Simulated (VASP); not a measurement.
## GaSb (relaxed from the CsCl structure, space group Pm-3m): computed properties

Computed with r2SCAN meta-GGA, VASP's PBE PAW potentials (set 64) (plane waves; VASP 6.6.1).

```json
{
 "space_group": "Pm-3m (221)",
 "cell": "a = b = c = 3.580 Å, α = β = γ = 90.00°",
 "volume_per_atom": "22.95 Å³/atom",
 "band gap (over mesh and band path)": "none (metal, semimetal or under 0.01 eV)",
 "density": "6.93 g/cm³"
}
```

```yaml
crystal:
  lattice:
    - [3.58050, 0.00000, 0.00000]
    - [0.00000, 3.58050, 0.00000]
    - [0.00000, 0.00000, 3.58050]
  atoms:
    - { symbol: Ga, position: [0.00000, 0.00000, 0.00000] }
    - { symbol: Sb, position: [0.50000, 0.50000, 0.50000] }
```

Unless said otherwise, spin-orbit coupling is left out, though it shifts the bands of the heavy elements here.

The structure was generated: GaSb was put into the CsCl type (Pm-3m), which need not be its known phase. It was relaxed first, which changed the volume by +24 %. Symmetry was kept, so distortions that lower it aren't found.
